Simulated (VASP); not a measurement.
Method: PBE GGA, VASP's PBE PAW potentials (set 64) (plane waves; VASP 6.6.1).

The input files of a VASP run:

**INCAR**
```
# general
SYSTEM  = Pd
PREC    = Accurate
ENCUT   = 400
LREAL   = F   # projection in real space or not
LASPH   = T   # aspherical one-centre terms

# electronic loop
EDIFF   = 1E-6   # SCF stop (eV)
NELM    = 100
ALGO    = Normal
LMAXMIX = 4

# smearing
ISMEAR  = -4

# functional
GGA     = PE   # PBE

# ions
ISIF    = 2   # forces and stress, cell fixed

# output
LWAVE   = F
LCHARG  = F
```

**POSCAR**
```
Pd
1
    0.0000000000     1.9450000000     1.9450000000
    1.9450000000     0.0000000000     1.9450000000
    1.9450000000     1.9450000000     0.0000000000
Pd
1
Direct
  0.0000000000   0.0000000000   0.0000000000
```

KPOINTS:
```
Automatic mesh
0
Gamma
14 14 14
0 0 0
```

POTCAR, in this order: Pd (PBE.64 set). Program: vasp_std.

What VASP printed:

File OSZICAR:
```
       N       E                     dE             d eps       ncg     rms          rms(c)
DAV:   1     0.317186656194E+02    0.31719E+02   -0.45543E+03  1904   0.832E+02
DAV:   2    -0.515701836617E+01   -0.36876E+02   -0.36108E+02  2034   0.174E+02
DAV:   3    -0.545214941652E+01   -0.29513E+00   -0.29472E+00  2234   0.178E+01
DAV:   4    -0.545353983976E+01   -0.13904E-02   -0.13903E-02  2197   0.115E+00
DAV:   5    -0.545355492343E+01   -0.15084E-04   -0.15083E-04  2201   0.983E-02    0.785E+00
DAV:   6    -0.519020910131E+01    0.26335E+00   -0.12169E+00  1911   0.103E+01    0.387E+00
DAV:   7    -0.517890249723E+01    0.11307E-01   -0.81090E-03  2108   0.802E-01    0.203E+00
DAV:   8    -0.517497467324E+01    0.39278E-02   -0.10906E-03  2014   0.273E-01    0.556E-02
DAV:   9    -0.517497743153E+01   -0.27583E-05   -0.76035E-06  2350   0.301E-02    0.128E-02
DAV:  10    -0.517498133661E+01   -0.39051E-05   -0.15166E-06  2161   0.126E-02    0.306E-03
DAV:  11    -0.517498116896E+01    0.16765E-06   -0.23817E-08   998   0.138E-03
   1 F= -.51749812E+01 E0= -.51749812E+01  d E =0.000000E+00
```

OUTCAR:
```
------------------------ aborting loop because EDIFF is reached ----------------------------------------
  FORCE on cell =-STRESS in cart. coord.  units (eV):
  Direction    XX          YY          ZZ          XY          YZ          ZX
  --------------------------------------------------------------------------------------
  Total        0.6726690      0.6726690      0.6726690      0.0000000      0.0000000      0.0000000
  in kB       73.2357605     73.2357605     73.2357605      0.0000000      0.0000000      0.0000000
  external PRESSURE =      73.2357605 kB  Pullay stress =       0.0000000 kB
  volume of cell :       14.72
      direct lattice vectors                 reciprocal lattice vectors
     0.000000000  1.945000000  1.945000000    -0.257069409  0.257069409  0.257069409
     1.945000000  0.000000000  1.945000000     0.257069409 -0.257069409  0.257069409
     1.945000000  1.945000000  0.000000000     0.257069409  0.257069409 -0.257069409
 POSITION                                       TOTAL-FORCE (eV/Angst)
 -----------------------------------------------------------------------------------
      0.00000      0.00000      0.00000         0.000000      0.000000      0.000000
 -----------------------------------------------------------------------------------
    total drift:                                0.000000     -0.000000     -0.000000
  FREE ENERGIE OF THE ION-ELECTRON SYSTEM (eV)
  ---------------------------------------------------
  free  energy   TOTEN  =        -5.1749811690 eV

  energy  without entropy=       -5.1749811690  energy(sigma->0) =       -5.17498117
```
(Selected blocks of OUTCAR.)

The compound is Pd in the fcc structure. The cell was not relaxed at this level. The run is one of a series of settings (ISMEAR = -4, SIGMA removed against the base run), some of them coarse on purpose.
